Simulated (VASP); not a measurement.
Here is the system:

```
PbI2
1.0
    2.23087    -3.86399     0.00000
    2.23087     3.86399     0.00000
    0.00000     0.00000     6.81611
Pb I
1 2
Direct
  0.00000   0.00000   0.00000
  0.33333   0.66667   0.27445
  0.66667   0.33333   0.72555
```

Computed with LDA (Ceperley-Alder, Perdew-Zunger), VASP's LDA PAW potentials (set 64) (plane waves; VASP). Numerical set-up: 400 eV cut-off, 10×10×6 Γ-centred mesh, Gaussian smearing of 0.010 eV, potentials Pb_d I.

**Question.** The job: PbI2 (1T layered), 3 atoms, LDA, optics run with many empty bands, 400 eV, 10×10×6 Γ-centred mesh. Roughly how much core time does it take on a busy server core?

**Answer.** About 3 core-minutes (one run on a shared machine, a rough figure). It had 72 irreducible k-points, 54 bands, up to 2177 plane waves and 12 electronic steps.

The compound is PbI2 in the 1T layered structure. It was relaxed first, which changed the volume by -7 %.
